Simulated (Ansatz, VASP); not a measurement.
**One calculation of AgB, two programs**

```xyz
2
Lattice="3.0794 0.0000 0.0000 0.0000 3.0794 0.0000 0.0000 0.0000 23.8000" Properties=species:S:1:pos:R:3 pbc="T T T"
Ag    0.0000    0.0000    7.0000
B     1.5397    1.5397    7.0000
```

Alike in both runs: functional PBE; k mesh 6 × 6 × 1; occupations gaussian, width 0.1 eV; no spin polarisation.

Ansatz relaxed the structure, and its values are those at the end. VASP's run is a single point on that final structure, the one shown.

```csv
,VASP,Ansatz
version,VASP 6.6.1,Ansatz 0.2.0
potentials or method,"VASP PAW PBE potentials, release 64 (Ag, B)","scalar-relativistic, plane waves, PAW"
plane-wave cutoff (eV),520,420
valence electrons in the cell,14,22
```

|  | VASP | Ansatz | Ansatz less VASP |
| --- | --- | --- | --- |
| gap on the k mesh at the Fermi level (eV) | 1.07 | 1.07 | +0.002 |
| least direct gap on the mesh (eV) | 1.63 | 1.63 | +0.003 |

The two sets of potentials don't hold the same shells in valence. Ansatz warned: «slab_cell_height_set».

As with any semilocal functional, this PBE gap is likely too small.
